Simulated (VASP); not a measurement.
Energy against volume of Cs (bcc). Level of theory: PW91 GGA, VASP's PBE PAW potentials (set 64) (plane waves; VASP). Numerical set-up: 520 eV cut-off, 9×9×9 Γ-centred mesh, first-order Methfessel-Paxton smearing of 0.10 eV, potentials Cs_sv.

```json
[
 {"V (Å³/atom)": "111.945", "E (eV/atom)": "-0.85046"},
 {"V (Å³/atom)": "115.407", "E (eV/atom)": "-0.85144"},
 {"V (Å³/atom)": "118.869", "E (eV/atom)": "-0.85111"},
 {"V (Å³/atom)": "122.332", "E (eV/atom)": "-0.84963"}
]
```

**Question.** Fit these four points and predict the energy of the run at 108.483 Å³/atom.

**Answer.** A cubic in V^(−2/3), the third-order Birch-Murnaghan form, passes through the four points with V0 = 116.20 Å³/atom and B0 = 2 GPa, and gives -0.8480 eV/atom there. The run gave -0.8480 eV/atom, +0.0 meV/atom from the fit; all five points give B0 = 2 GPa.

The compound is Cs in the bcc structure. It was relaxed first.
